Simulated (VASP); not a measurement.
TiIn11P12 (a cell with a defect): single point with PBEsol+U

Crystal: TiIn11P12 (a cell with a defect).

```
CELL_PARAMETERS angstrom
0.00000 8.80305 8.80305
5.86870 0.00000 5.86870
5.86870 5.86870 0.00000
ATOMIC_POSITIONS crystal
Ti 0.00000 0.00000 0.00000
In 0.00000 0.00000 0.50000
In 0.00000 0.50000 0.00000
In 0.00000 0.50000 0.50000
In 0.33333 0.00000 0.00000
In 0.33333 0.00000 0.50000
In 0.33333 0.50000 0.00000
In 0.33333 0.50000 0.50000
In 0.66667 0.00000 0.00000
In 0.66667 0.00000 0.50000
In 0.66667 0.50000 0.00000
In 0.66667 0.50000 0.50000
P 0.08333 0.12500 0.12500
P 0.08333 0.12500 0.62500
P 0.08333 0.62500 0.12500
P 0.08333 0.62500 0.62500
P 0.41667 0.12500 0.12500
P 0.41667 0.12500 0.62500
P 0.41667 0.62500 0.12500
P 0.41667 0.62500 0.62500
P 0.75000 0.12500 0.12500
P 0.75000 0.12500 0.62500
P 0.75000 0.62500 0.12500
P 0.75000 0.62500 0.62500
```

| Quantity | Value |
| --- | --- |
| Program | VASP 6.6.1 |
| Task | single point |
| Functional | PBEsol |
| Potentials or basis | VASP PAW PBE potentials, release 64 (Ti_sv, In_d, P) |
| Cutoff | 350 eV |
| k mesh | 2 × 2 × 2 |
| Occupations | gaussian, width 0.03 eV |
| Spin | no spin polarisation |
| Hubbard terms | Ti d U = 3 eV |
| Dq | 0 |
| Further INCAR settings | LREAL = Auto; ALGO = Normal; EDIFF = 1e-05; NBANDS = 126 |

```json
{
  "Pressure": "-0.2 GPa",
  "Largest force": "1.015 eV/Å",
  "Band gap on the k mesh": "none (metal or under the smearing width)",
  "Valence electrons inside the program's atomic spheres": "Ti 10.00; In 11.49, 11.50; P 2.52, 2.51"
}
```

Forces in eV/Å, atoms in the order of the input:
```
Ti   0.076 -0.045 -0.045
In   0.039  0.028 -0.192
In   0.039 -0.192  0.028
In   0.105 -0.028 -0.028
In  -0.065  0.074  0.074
In  -0.064  0.090  0.025
In  -0.064  0.025  0.090
In   0.027  0.003  0.003
In  -0.070 -0.034 -0.034
In   0.058  0.096 -0.098
In   0.058 -0.098  0.096
In   0.029 -0.006 -0.006
P   -0.628 -0.540 -0.540
P    0.533  0.591 -0.594
P    0.533 -0.594  0.591
P    0.033  0.058  0.058
P    0.029 -0.004 -0.004
P   -0.013 -0.017  0.016
P   -0.013  0.016 -0.017
P    0.011 -0.010 -0.010
P   -0.638  0.558  0.558
P   -0.011 -0.007  0.040
P   -0.011  0.040 -0.007
P    0.006 -0.003 -0.003
```

Stress tensor (GPa, compression positive):
```
-0.30  0.20  0.20
 0.20 -0.13 -0.16
 0.20 -0.16 -0.13
```

Levels at points of the mesh, in eV from the Fermi level:
```csv
k point,band 103,band 104,band 105,band 106,band 107,band 108,band 109,band 110,band 111,band 112
"(0.00, 0.00, 0.00)",-1.54,-1.54,-1.06,-0.96,-0.95,-0.10,-0.06,0.12,0.47,0.54
"(0.50, 0.00, 0.00)",-1.80,-1.38,-1.37,-1.07,-1.07,-0.03,0.03,0.21,0.62,0.67
"(0.00, 0.50, 0.00)",-2.04,-1.67,-1.62,-1.32,-1.31,0.07,0.39,0.46,0.78,0.93
"(0.50, 0.00, 0.50)",-1.95,-1.83,-1.79,-1.59,-1.56,0.12,0.33,0.44,0.66,0.93
"(0.00, 0.50, 0.50)",-1.96,-1.89,-1.79,-1.54,-1.35,-0.06,0.33,0.49,0.78,0.99
"(0.50, 0.50, 0.50)",-1.88,-1.75,-1.68,-1.50,-1.47,0.09,0.31,0.45,0.70,1.01
```

Eigenvalues of the final occupation matrices:
```tsv
site	spin	trace	eigenvalues
site 1 d	1	0.86	0.06 0.17 0.17 0.19 0.27
site 1 d	2	0.86	0.06 0.17 0.17 0.19 0.27
```

Run time: 3.2 min on 4 MPI ranks on Intel(R) Xeon(R) 6975P-C (Granite Rapids) (shared host), peak memory 0.41 GiB a rank.

Caveat: the k mesh is coarse (spacing up to 0.46 Å⁻¹), so the values aren't converged; the PAW data sets were made with another functional, which shifts forces and pressure a little; U without spin polarisation on a metal has little footing; the U is typed as a test and isn't derived for this compound.
